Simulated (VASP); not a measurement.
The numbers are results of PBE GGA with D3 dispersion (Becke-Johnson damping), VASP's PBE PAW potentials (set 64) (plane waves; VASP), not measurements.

Input for VASP

### POSCAR
```
CsCl
1
    4.1310913156     0.0000000000     0.0000000000
    0.0000000000     4.1310913156     0.0000000000
    0.0000000000     0.0000000000     4.1310913156
Cs Cl
1 1
Direct
  0.0000000000   0.0000000000   0.0000000000
  0.5000000000   0.5000000000   0.5000000000
```

KPOINTS:
```
kpoints
0
G
7 7 7
```

INCAR:
```
SYSTEM  =  CsCl
PREC  =  Accurate; ENCUT  =  520; LREAL  =  .FALSE.
LASPH  =  .TRUE.
EDIFF  =  1E-7; NELM  =  100; ALGO  =  Normal
LMAXMIX  =  4
ISMEAR  =  0; SIGMA  =  0.05
GGA  =  PE; IVDW  =  12
ISIF  =  2
LWAVE  =  .FALSE.; LCHARG  =  .FALSE.
```

POTCAR, in this order: Cs_sv Cl (PBE.64 set). Program: vasp_std.

Unless said otherwise, spin-orbit coupling is left out, though it shifts the bands of the heavy elements here.

Question: Estimate the energy per atom (σ→0), dispersion energy, band gap (on the k-mesh).

Answer: 
| Quantity | Value |
|---|---|
| energy per atom (σ→0) | -3.471 eV/atom |
| dispersion energy | -0.413 eV |
| band gap (on the k-mesh) | 5.23 eV |

**OSZICAR**
```
...
DAV:   8    -0.652910445380E+01   -0.86814E-03   -0.16006E-02   576   0.946E-01    0.138E-01
DAV:   9    -0.652951059119E+01   -0.40614E-03   -0.34305E-03   600   0.383E-01    0.118E-01
DAV:  10    -0.652964139216E+01   -0.13080E-03   -0.28255E-04   588   0.141E-01    0.194E-02
DAV:  11    -0.652965814674E+01   -0.16755E-04   -0.37952E-05   616   0.451E-02    0.609E-03
DAV:  12    -0.652965788354E+01    0.26320E-06   -0.99728E-06   604   0.201E-02    0.335E-03
DAV:  13    -0.652965768645E+01    0.19709E-06   -0.41133E-07   588   0.484E-03    0.123E-03
DAV:  14    -0.652965773317E+01   -0.46712E-07   -0.24782E-07   556   0.288E-03
   1 F= -.69424240E+01 E0= -.69424240E+01  d E =-.137988E-12
```

The compound is CsCl in the CsCl type structure. It was relaxed first.
